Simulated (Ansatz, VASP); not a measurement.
# Two plane-wave programs on NaGeF3

File INCAR:

```
  PREC = Accurate
  ENCUT = 520
  EDIFF = 1E-6
  ISMEAR = -1
  SIGMA = 0.02
  LREAL = False
  LASPH = True
  NELM = 100
  ALGO = Normal
  ISIF = 2
  LWAVE = False
  LCHARG = False
  GGA = PE
  NBANDS = 29
```

The input KPOINTS:

```
Automatic mesh
0
Gamma
  6 6 6
```

POSCAR

```
NaGeF3
1.0
    4.5650252550      0.0000000000      0.0000000000
    0.0000000000      4.5650252550      0.0000000000
    0.0000000000      0.0000000000      4.5650252550
Na Ge F
1 1 3
Direct
    0.0000000000      0.0000000000      0.0000000000
    0.5000000000      0.5000000000      0.5000000000
    0.5000000000      0.5000000000      0.0000000000
    0.5000000000      0.0000000000      0.5000000000
    0.0000000000      0.5000000000      0.5000000000
```

Input for Ansatz:

```yaml
crystal:
  lattice:
    - [4.565025255, 0.0, 0.0]
    - [0.0, 4.565025255, 0.0]
    - [0.0, 0.0, 4.565025255]
  atoms:
    - { symbol: Na, position: [0.0, 0.0, 0.0] }
    - { symbol: Ge, position: [0.5, 0.5, 0.5] }
    - { symbol: F, position: [0.5, 0.5, 0.0] }
    - { symbol: F, position: [0.5, 0.0, 0.5] }
    - { symbol: F, position: [0.0, 0.5, 0.5] }
kpoints:
  mp_grid: { grid: [6, 6, 6] }
  band_path:
    path: [[0.0, 0.0, 0.0], [0.0, 0.5, 0.0], [0.5, 0.5, 0.0], [0.5, 0.5, 0.5]]
    npoints: 1
hamiltonian:
  xc: pbe
scf:
  occupations: { method: fermi_dirac, width: 0.02 }
  n_extra_bands: 5
output:
  forces: true
  stress: true
  eigenvalues: true
```

Change from the starting cell: hydrostatic strain +5.0%.

Alike in both runs: task single point; functional PBE; k mesh 6 × 6 × 6; occupations fermi-dirac, width 0.02 eV; no spin polarisation.

|  | VASP | Ansatz |
| --- | --- | --- |
| version | VASP 6.6.1 | Ansatz 0.2.0 |
| potentials or method | VASP PAW PBE potentials, release 64 (Na_pv, Ge_d, F) | plane waves, PAW |
| plane-wave cutoff (eV) | 520 | 420 |
| valence electrons in the cell | 42 | 44 |

|  | VASP | Ansatz | Ansatz less VASP |
| --- | --- | --- | --- |
| gap on the k mesh at the Fermi level (eV) | 2.28 | 2.28 | +0.006 |
| pressure (GPa) | -4.6 | -4.4 | +0.13 |

The two sets of potentials don't hold the same shells in valence.

A k mesh can miss the band edges.
